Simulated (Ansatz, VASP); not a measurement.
# Cross-check of SnSe2 between VASP and Ansatz

Aim: how closely do two programs agree when they are given the same cell, functional and k mesh? The cell is taken from a series of runs on this material, whose earlier steps may have relaxed, scaled, displaced or heated it; both programs get it as it stands.

Program: Ansatz 0.2.0. Level of theory: plane waves, with VASP 6.6.1 beside it; PBE. Results are calculated unless marked as measured.

### 1. Set-up

The cell holds 3 atoms: 1 Sn and 2 Se. Its edges and angles: a = 3.946 Å, b = 3.888 Å, c = 29.927 Å, α = 90.0°, β = 90.0°, γ = 120.5°. Vacuum lies along c.

Structure file:

```cif
data_structure
_symmetry_space_group_name_H-M 'P 1'
_symmetry_Int_Tables_number 1
_cell_length_a 3.9457
_cell_length_b 3.8878
_cell_length_c 29.9272
_cell_angle_alpha 90.000
_cell_angle_beta 90.000
_cell_angle_gamma 120.494
_cell_volume 395.59
loop_
_atom_site_label
_atom_site_type_symbol
_atom_site_fract_x
_atom_site_fract_y
_atom_site_fract_z
_atom_site_occupancy
Sn1 Sn 0.00000 0.00000 0.33414 1
Se2 Se 0.33351 0.66702 0.38703 1
Se3 Se 0.66649 0.33298 0.28126 1
```

### 2. VASP: zone-centre phonons, PBE, pair 1

Second derivatives magnify differences that forces hide, and they need a tight electronic threshold.

Lines of VASP's logs that name or quote its potential files are left out, and so is its time.

INCAR reads:

```
SYSTEM = SnSe2
PREC = Accurate
ENCUT = 500
EDIFF = 1E-08
NELM = 120
ISMEAR = 0
SIGMA = 0.01
LREAL = .FALSE.
ALGO = Normal
GGA = PE
NBANDS = 19
LORBIT = 11
LWAVE = .FALSE.
LCHARG = .FALSE.
ISIF = 2
IBRION = 8
LASPH = .TRUE.
GGA_COMPAT = .FALSE.
EFERMI = MIDGAP
NELMDL = -8
KPAR = 2
```

POSCAR reads:

```
SnSe2
1.0
    3.9456945375      0.0000000000      0.0000000000
   -1.9728472687      3.3500702990      0.0000000000
    0.0000000000      0.0000000000     29.9272000000
Sn Se
1 2
Direct
    0.0000000000      0.0000000000      0.3341441899
    0.3335101215      0.6670202430      0.3870283955
    0.6664898785      0.3329797570      0.2812599843
```

KPOINTS reads:

```
Automatic mesh
0
Gamma
9 9 1
0 0 0
```

The projector-augmented-wave data sets are Sn_d and Se (PBE family, release 64).

On the command line:

```console
$ mpirun -np 2 vasp_std
```

Numbers of over 12 decimals in the logs are rounded to 6 here.

Output:

```text
[banner, memory and clock lines left out]
running    2 mpi-ranks, on    1 nodes
 distrk:  each k-point on    1 cores,    2 groups
 distr:  one band on    1 cores,    1 groups

 POSCAR found type information on POSCAR SnSe
 POSCAR found :  2 types and       3 ions
 LDA part: xc-table for (Slater+PW92), standard interpolation
 POSCAR, INCAR and KPOINTS ok, starting setup
 FFT: planning ... GRIDC
 FFT: planning ... GRID_SOFT
 FFT: planning ... GRID
 WAVECAR not read
 entering main loop
       N       E                     dE             d eps       ncg     rms          rms(c)
DAV:   1     0.175292882043E+03    0.17529E+03   -0.10127E+04  1142   0.979E+02
DAV:   2     0.943960540652E+01   -0.16585E+03   -0.16097E+03  1285   0.213E+02
DAV:   3    -0.115432529099E+02   -0.20983E+02   -0.20864E+02  1176   0.864E+01
DAV:   4    -0.121281360316E+02   -0.58488E+00   -0.58412E+00  1287   0.179E+01
DAV:   5    -0.121396808810E+02   -0.11545E-01   -0.11544E-01  1392   0.266E+00
DAV:   6    -0.121399713747E+02   -0.29049E-03   -0.29049E-03  1354   0.335E-01
DAV:   7    -0.121399826314E+02   -0.11257E-04   -0.11257E-04  1424   0.533E-02
DAV:   8    -0.121399827376E+02   -0.10611E-06   -0.10590E-06  1391   0.554E-03    0.459E+00
DAV:   9    -0.118708541921E+02    0.26913E+00   -0.62246E-01  1446   0.784E+00    0.298E+00
DAV:  10    -0.118575140521E+02    0.13340E-01   -0.22239E-01  1074   0.302E+00    0.537E-01
DAV:  11    -0.118539776465E+02    0.35364E-02   -0.24884E-02  1163   0.155E+00    0.280E-01
DAV:  12    -0.118543934596E+02   -0.41581E-03   -0.24382E-03  1122   0.325E-01    0.611E-02
DAV:  13    -0.118544048874E+02   -0.11428E-04   -0.13216E-04  1401   0.106E-01    0.307E-02
DAV:  14    -0.118544371218E+02   -0.32234E-04   -0.82489E-05  1122   0.473E-02    0.863E-03
[...]
DAV:  21    -0.118546126246E+02   -0.21949E-05   -0.26389E-08  1066   0.111E-03    0.246E-04
DAV:  22    -0.118546144652E+02   -0.18406E-05   -0.50911E-08  1006   0.600E-04    0.305E-04
DAV:  23    -0.118546150084E+02   -0.54321E-06   -0.21709E-09  1047   0.280E-04    0.194E-04
DAV:  24    -0.118546156438E+02   -0.63542E-06   -0.67139E-09   915   0.240E-04    0.963E-05
DAV:  25    -0.118546158166E+02   -0.17273E-06    0.48147E-10  1070   0.127E-04    0.642E-05
DAV:  26    -0.118546158979E+02   -0.81381E-07    0.12300E-09   957   0.773E-05    0.351E-05
DAV:  27    -0.118546159174E+02   -0.19481E-07    0.17913E-09   989   0.402E-05    0.117E-05
DAV:  28    -0.118546159198E+02   -0.24193E-08    0.18666E-09   845   0.329E-05
   1 F= -.11854616E+02 E0= -.11854616E+02  d E =0.000000E+00
 Linear response reoptimize wavefunctions to high precision
DAV:   1    -0.118546159231E+02   -0.32883E-08    0.18656E-09   997   0.187E-05
DAV:   2    -0.118546159231E+02   -0.90949E-11    0.18803E-09   733   0.758E-06
DAV:   3    -0.118546159232E+02   -0.21828E-10    0.18782E-09   655   0.432E-06
 Linear response DOF=           6
 Linear response progress:
  Degree of freedom:   1/  6
       N       E                     dE             d eps       ncg     rms          rms(c)
RMM:   1    -0.209290605632E+00   -0.20929E+00    0.70143E-01  1139   0.128E+01
RMM:   2    -0.214504173663E+00   -0.52136E-02   -0.14115E-02  1707   0.876E-01    0.739E-02
RMM:   3    -0.214361266741E+00    0.14291E-03   -0.12337E-03  1842   0.240E-01    0.389E-02
RMM:   4    -0.214105968490E+00    0.25530E-03   -0.12683E-04  1878   0.804E-02    0.200E-02
RMM:   5    -0.213966285612E+00    0.13968E-03   -0.23417E-05  1818   0.348E-02    0.531E-03
RMM:   6    -0.213961643163E+00    0.46424E-05   -0.28521E-06  2041   0.131E-02    0.237E-03
RMM:   7    -0.213970797003E+00   -0.91538E-05   -0.35229E-07  1956   0.493E-03    0.441E-04
RMM:   8    -0.213970352154E+00    0.44485E-06   -0.52570E-08  2051   0.197E-03    0.249E-04
RMM:   9    -0.213971965003E+00   -0.16128E-05    0.21055E-07  1974   0.880E-04    0.163E-05
RMM:  10    -0.213972141208E+00   -0.17621E-06    0.99502E-08  2155   0.398E-04    0.193E-05
RMM:  11    -0.213972222157E+00   -0.80949E-07    0.46674E-08  2074   0.198E-04    0.124E-05
RMM:  12    -0.213972264265E+00   -0.42108E-07    0.66284E-08  2081   0.109E-04    0.300E-06
RMM:  13    -0.213972245984E+00    0.18282E-07    0.42091E-08  2088   0.657E-05    0.265E-06
RMM:  14    -0.213972235697E+00    0.10287E-07    0.36217E-08  2074   0.427E-05    0.117E-06
RMM:  15    -0.213972231550E+00    0.41466E-08    0.21218E-08  1756   0.311E-05    0.105E-06
 first order change of Fermi-energy   0.10222E-03
 force on displaced ion       1 direction 1 :  -4.262   0.000   0.000
 Linear response progress:
  Degree of freedom:   2/  6
       N       E                     dE             d eps       ncg     rms          rms(c)
RMM:   1    -0.209061784821E+00   -0.20906E+00    0.71256E-01  1145   0.129E+01
RMM:   2    -0.214254496440E+00   -0.51927E-02   -0.14325E-02  1698   0.884E-01    0.741E-02
RMM:   3    -0.214115729015E+00    0.13877E-03   -0.12648E-03  1856   0.242E-01    0.393E-02
RMM:   4    -0.213859305367E+00    0.25642E-03   -0.12638E-04  1908   0.803E-02    0.201E-02
RMM:   5    -0.213720729059E+00    0.13858E-03   -0.23199E-05  1874   0.343E-02    0.543E-03
RMM:   6    -0.213715167560E+00    0.55615E-05   -0.27958E-06  2089   0.131E-02    0.269E-03
RMM:   7    -0.213723437680E+00   -0.82701E-05   -0.31942E-07  1999   0.504E-03    0.345E-04
[...]
RMM:   3    -0.238519067062E+00    0.10418E-02   -0.19267E-03  1901   0.278E-01    0.684E-02
RMM:   4    -0.237975145814E+00    0.54392E-03   -0.26218E-04  1891   0.103E-01    0.392E-02
RMM:   5    -0.237442181210E+00    0.53296E-03   -0.19467E-04  1872   0.774E-02    0.115E-02
RMM:   6    -0.237393396026E+00    0.48785E-04   -0.38692E-05  2005   0.296E-02    0.601E-03
RMM:   7    -0.237463142090E+00   -0.69746E-04   -0.17061E-05  1919   0.125E-02    0.154E-03
RMM:   8    -0.237450459446E+00    0.12683E-04   -0.37110E-06  1943   0.543E-03    0.109E-03
RMM:   9    -0.237462009141E+00   -0.11550E-04   -0.12202E-06  1951   0.244E-03    0.157E-04
RMM:  10    -0.237463138597E+00   -0.11295E-05   -0.10907E-06  2037   0.998E-04    0.124E-04
RMM:  11    -0.237466015443E+00   -0.28768E-05    0.71892E-07  1895   0.924E-04    0.183E-04
RMM:  12    -0.237465302971E+00    0.71247E-06    0.75695E-07  2032   0.335E-04    0.150E-04
RMM:  13    -0.237463741567E+00    0.15614E-05    0.41438E-07  1915   0.322E-04    0.415E-05
RMM:  14    -0.237463576100E+00    0.16547E-06    0.39575E-07  2010   0.130E-04    0.187E-05
RMM:  15    -0.237463407850E+00    0.16825E-06    0.42469E-08  1951   0.852E-05    0.152E-05
RMM:  16    -0.237463325250E+00    0.82599E-07    0.68990E-07  2070   0.419E-05    0.954E-06
RMM:  17    -0.237463539994E+00   -0.21474E-06    0.28598E-07  1918   0.417E-05    0.439E-06
RMM:  18    -0.237463412062E+00    0.12793E-06    0.11908E-06  2041   0.202E-05    0.232E-06
RMM:  19    -0.237463528355E+00   -0.11629E-06    0.16206E-07  1848   0.192E-05    0.152E-06
RMM:  20    -0.237463463231E+00    0.65124E-07    0.71682E-07  1882   0.127E-05    0.109E-06
RMM:  21    -0.237463467208E+00   -0.39770E-08    0.65969E-07  1717   0.127E-05    0.497E-07
RMM:  22    -0.237463461946E+00    0.52622E-08    0.66954E-07  1506   0.109E-05    0.573E-07
RMM:  23    -0.237463467942E+00   -0.59956E-08    0.68248E-07  1464   0.107E-05    0.175E-07
RMM:  24    -0.237463468888E+00   -0.94605E-09    0.68397E-07  1233   0.103E-05    0.782E-08
 first order change of Fermi-energy   0.80017E-03
 force on displaced ion       1 direction 3 :  -0.000  -0.404 -14.804
 Linear response progress:
  Degree of freedom:   4/  6
       N       E                     dE             d eps       ncg     rms          rms(c)
RMM:   1    -0.795779133801E-01   -0.79578E-01    0.68281E-02  3601   0.139E+00
RMM:   2    -0.792922546274E-01    0.28566E-03   -0.24043E-03  2646   0.257E-01    0.856E-02
RMM:   3    -0.794970015533E-01   -0.20475E-03   -0.18230E-04  2944   0.769E-02    0.454E-02
RMM:   4    -0.797998993621E-01   -0.30290E-03   -0.61496E-05  3012   0.468E-02    0.739E-03
RMM:   5    -0.798204402562E-01   -0.20541E-04   -0.51917E-06  3203   0.147E-02    0.349E-03
RMM:   6    -0.798132379473E-01    0.72023E-05   -0.47673E-07  3178   0.391E-03    0.127E-03
RMM:   7    -0.798184420305E-01   -0.52041E-05   -0.13784E-07  3210   0.150E-03    0.407E-04
RMM:   8    -0.798198698379E-01   -0.14278E-05   -0.86123E-08  3201   0.529E-04    0.733E-05
RMM:   9    -0.798197458733E-01    0.12396E-06   -0.19882E-07  3347   0.195E-04    0.185E-05
RMM:  10    -0.798196978350E-01    0.48038E-07   -0.23364E-08  3430   0.702E-05    0.738E-06
RMM:  11    -0.798197387189E-01   -0.40884E-07    0.41249E-08  3212   0.355E-05    0.284E-06
RMM:  12    -0.798197442668E-01   -0.55479E-08    0.44687E-08  3522   0.206E-05    0.104E-06
 first order change of Fermi-energy  -0.21912E-03
 force on displaced ion       2 direction 1 :  -2.596  -0.001  -0.001
 Linear response progress:
  Degree of freedom:   5/  6
       N       E                     dE             d eps       ncg     rms          rms(c)
RMM:   1    -0.793766324968E-01   -0.79377E-01    0.65991E-02  2187   0.140E+00
RMM:   2    -0.789297649095E-01    0.44687E-03   -0.23354E-03  1617   0.257E-01    0.856E-02
RMM:   3    -0.791416174575E-01   -0.21185E-03   -0.17691E-04  1798   0.774E-02    0.456E-02
RMM:   4    -0.794523582110E-01   -0.31074E-03   -0.59794E-05  1842   0.466E-02    0.723E-03
RMM:   5    -0.794711882872E-01   -0.18830E-04   -0.50759E-06  1948   0.145E-02    0.352E-03
RMM:   6    -0.794642936025E-01    0.68947E-05   -0.44454E-07  1947   0.416E-03    0.120E-03
RMM:   7    -0.794700257784E-01   -0.57322E-05   -0.68891E-08  1947   0.152E-03    0.418E-04
RMM:   8    -0.794714408872E-01   -0.14151E-05   -0.14818E-08  1925   0.521E-04    0.834E-05
RMM:   9    -0.794715360014E-01   -0.95114E-07   -0.77761E-09  2065   0.188E-04    0.314E-05
RMM:  10    -0.794713969222E-01    0.13908E-06    0.60444E-08  2012   0.801E-05    0.823E-06
RMM:  11    -0.794714323170E-01   -0.35395E-07   -0.50277E-08  2055   0.345E-05    0.601E-06
RMM:  12    -0.794714593914E-01   -0.27074E-07    0.11883E-08  2012   0.242E-05    0.225E-06
RMM:  13    -0.794714540467E-01    0.53447E-08    0.21982E-08  1983   0.177E-05    0.124E-06
 first order change of Fermi-energy  -0.14999E+00
 force on displaced ion       2 direction 2 :  -0.000  -2.791  -0.140
 Linear response progress:
  Degree of freedom:   6/  6
       N       E                     dE             d eps       ncg     rms          rms(c)
RMM:   1    -0.114106950824E+00   -0.11411E+00    0.66105E-02  2186   0.146E+00
RMM:   2    -0.112458517993E+00    0.16484E-02   -0.22412E-03  1693   0.239E-01    0.902E-02
RMM:   3    -0.112249133484E+00    0.20938E-03   -0.26914E-04  1847   0.886E-02    0.418E-02
RMM:   4    -0.112197044708E+00    0.52089E-04   -0.57864E-05  1875   0.411E-02    0.227E-02
RMM:   5    -0.112189294209E+00    0.77505E-05   -0.29038E-05  1874   0.284E-02    0.800E-03
RMM:   6    -0.112183966909E+00    0.53273E-05   -0.22469E-06  1941   0.886E-03    0.346E-03
RMM:   7    -0.112182324688E+00    0.16422E-05   -0.41553E-07  1880   0.377E-03    0.592E-04
RMM:   8    -0.112184454031E+00   -0.21293E-05   -0.36288E-08  1837   0.149E-03    0.290E-04
RMM:   9    -0.112186690715E+00   -0.22367E-05    0.74838E-08  1900   0.913E-04    0.181E-04
RMM:  10    -0.112187831039E+00   -0.11403E-05   -0.10165E-07  1879   0.525E-04    0.865E-05
RMM:  11    -0.112189386293E+00   -0.15553E-05    0.19849E-08  1899   0.484E-04    0.614E-05
RMM:  12    -0.112190080145E+00   -0.69385E-06   -0.44371E-07  1929   0.292E-04    0.340E-05
RMM:  13    -0.112190044269E+00    0.35876E-07   -0.12642E-07  1952   0.117E-04    0.209E-05
RMM:  14    -0.112190039237E+00    0.50318E-08   -0.51269E-08  1972   0.935E-05    0.884E-06
 first order change of Fermi-energy   0.29006E+00
 force on displaced ion       2 direction 3 :  -0.000  -0.145  -8.079
 Linear response finished
```

From OUTCAR (step 2):

```text
ion  position               nearest neighbor table
   1  0.000  0.000  0.334-   2 2.74   3 2.74   3 2.76   2 2.76   3 2.76   2 2.76
   2  0.334  0.667  0.387-   1 2.74   1 2.76   1 2.76
   3  0.666  0.333  0.281-   1 2.74   1 2.76   1 2.76

  LATTYP: Found a base centered orthorhombic cell.
 ALAT       =     3.9456945375
 B/A-ratio  =     1.6980890270
 C/A-ratio  =     7.5847736604

 Subroutine GETGRP returns: Found  4 space group operations
 (whereof  2 operations were pure point group operations)

The static configuration has the point symmetry C_1h.
 The point group associated with its full space group is C_2h.

 Found     25 irreducible k-points:

   k-points           NKPTS =     25   k-points in BZ     NKDIM =     25   number of bands    NBANDS=     19

   dimension x,y,z NGX =    30 NGY =   28 NGZ =  224
   dimension x,y,z NGXF=    60 NGYF=   56 NGZF=  448

   ENCUT  =  500.0 eV  36.75 Ry    6.06 a.u.   7.19  7.09 54.56*2*pi/ulx,y,z

   NELECT =      26.0000    total number of electrons

 k-points in reciprocal lattice and weights: Automatic mesh
   0.00000000  0.00000000  0.00000000       0.012
   0.11111111  0.00000000  0.00000000       0.049
   0.22222222  0.00000000  0.00000000       0.049
   0.33333333  0.00000000  0.00000000       0.049
   0.44444444  0.00000000  0.00000000       0.049
   0.00000000  0.11111111  0.00000000       0.025
   0.11111111  0.11111111  0.00000000       0.049
   0.22222222  0.11111111  0.00000000       0.049
   0.33333333  0.11111111  0.00000000       0.049
[...]
0.00000000  0.44444444  0.00000000       0.025
   0.11111111  0.44444444  0.00000000       0.025

 average (electrostatic) potential at core
       1-110.8424       2 -61.4593       3 -61.4593

  Total       -0.8704023     -0.2086568      0.0269504     -0.0000000      0.0001358      0.0000000
  in kB       -3.5252274     -0.8450836      0.1091523     -0.0000000      0.0005501      0.0000000
  external PRESSURE =      -1.4203862 kB  Pullay stress =       0.0000000 kB

  energy-cutoff  :      500.00
  volume of cell :      395.59
      direct lattice vectors                 reciprocal lattice vectors
     3.945694538  0.000000000  0.000000000     0.253440805  0.149250599  0.000000000
    -1.972847269  3.350070299  0.000000000     0.000000000  0.298501199  0.000000000
     0.000000000  0.000000000 29.927200000     0.000000000  0.000000000  0.033414419

 POSITION                                       TOTAL-FORCE (eV/Angst)
 -----------------------------------------------------------------------------------
      0.00000      0.00000     10.00000         0.000000     -0.000000      0.000000
      0.00000      2.23456     11.58268        -0.000000     -0.000102      0.012328
      1.97285      1.11551      8.41732         0.000000      0.000102     -0.012328
 -----------------------------------------------------------------------------------
    total drift:                               -0.000000     -0.000001      0.000042

 Eigenvectors and eigenvalues of the dynamical matrix
 ----------------------------------------------------

   1 f  =    7.313611 THz    45.952771 2PiTHz  243.955790 cm-1    30.246649 meV
             X         Y         Z           dx          dy          dz
      0.000000  0.000000 10.000000    -0.000000   -0.030551   -0.754647
      0.000000  2.234565 11.582676     0.000000    0.018615    0.463078
      1.972847  1.115506  8.417324     0.000000    0.018615    0.463078

   2 f  =    5.202234 THz    32.686603 2PiTHz  173.527860 cm-1    21.514703 meV
             X         Y         Z           dx          dy          dz
      0.000000  0.000000 10.000000     0.000000    0.000000   -0.000000
      0.000000  2.234565 11.582676     0.000000    0.010602    0.707027
      1.972847  1.115506  8.417324    -0.000000   -0.010602   -0.707027

   3 f  =    4.171396 THz    26.209653 2PiTHz  139.142788 cm-1    17.251499 meV
             X         Y         Z           dx          dy          dz
      0.000000  0.000000 10.000000     0.000000    0.757179   -0.030561
      0.000000  2.234565 11.582676    -0.000000   -0.461006    0.018607
      1.972847  1.115506  8.417324    -0.000000   -0.461006    0.018607

   4 f  =    3.914410 THz    24.594963 2PiTHz  130.570663 cm-1    16.188692 meV
             X         Y         Z           dx          dy          dz
      0.000000  0.000000 10.000000     0.756759   -0.000000    0.000000
      0.000000  2.234565 11.582676    -0.462231    0.000000   -0.000000
      1.972847  1.115506  8.417324    -0.462231    0.000000   -0.000000

   5 f  =    3.136625 THz    19.707993 2PiTHz  104.626533 cm-1    12.972031 meV
             X         Y         Z           dx          dy          dz
      0.000000  0.000000 10.000000    -0.000000    0.000000   -0.000000
      0.000000  2.234565 11.582676     0.000000    0.707027   -0.010602
      1.972847  1.115506  8.417324    -0.000000   -0.707027    0.010602

   6 f  =    3.085637 THz    19.387626 2PiTHz  102.925757 cm-1    12.761162 meV
             X         Y         Z           dx          dy          dz
      0.000000  0.000000 10.000000     0.000000    0.000000   -0.000000
      0.000000  2.234565 11.582676    -0.707107    0.000000   -0.000000
      1.972847  1.115506  8.417324     0.707107   -0.000000    0.000000

   7 f/i=    0.003282 THz     0.020619 2PiTHz    0.109461 cm-1     0.013571 meV
             X         Y         Z           dx          dy          dz
      0.000000  0.000000 10.000000    -0.000000    0.037830    0.654324
      0.000000  2.234565 11.582676    -0.000000    0.030898    0.533160
      1.972847  1.115506  8.417324    -0.000000    0.030898    0.533160

   8 f/i=    0.007175 THz     0.045084 2PiTHz    0.239346 cm-1     0.029675 meV
             X         Y         Z           dx          dy          dz
      0.000000  0.000000 10.000000     0.653693   -0.000000    0.000000
      0.000000  2.234565 11.582676     0.535110   -0.000000    0.000000
      1.972847  1.115506  8.417324     0.535110   -0.000000    0.000000

   9 f/i=    0.014304 THz     0.089875 2PiTHz    0.477131 cm-1     0.059157 meV
             X         Y         Z           dx          dy          dz
      0.000000  0.000000 10.000000     0.000000    0.651395   -0.037870
      0.000000  2.234565 11.582676     0.000000    0.534951   -0.030873
      1.972847  1.115506  8.417324     0.000000    0.534951   -0.030873

 ELASTIC MODULI CONTR FROM IONIC RELAXATION (kBar)
 Direction    XX          YY          ZZ          XY          YZ          ZX
 --------------------------------------------------------------------------------
 XX         -29.2067    -29.0619    -71.3451     -0.0000     -1.1504      0.0000
 YY         -29.0619    -29.3907    -70.8651     -0.0000     -5.6857     -0.0000
 ZZ         -71.3451    -70.8651   -174.3131     -0.0000     -1.5978     -0.0000
 XY          -0.0000     -0.0000     -0.0000     -0.4173     -0.0000     -5.4608
 YZ          -1.1504     -5.6857     -1.5978     -0.0000    -43.6493     -0.0000
 ZX           0.0000     -0.0000     -0.0000     -5.4608     -0.0000    -71.4545
 --------------------------------------------------------------------------------
```

[end of part 1 of 2]

[Lines on the potential files, build, host, timing and source positions are cut from VASP's logs without a mark.]

[Logs are printed without paths, hosts, clocks, repeated set-up lines and the standing remarks that a program may print on its own settings, such as how far it seeks lower states.]

[Hosts, paths, dates, database ids (printed as entryN), source tags and the programs' standing remarks are cut or masked in the printed files.]
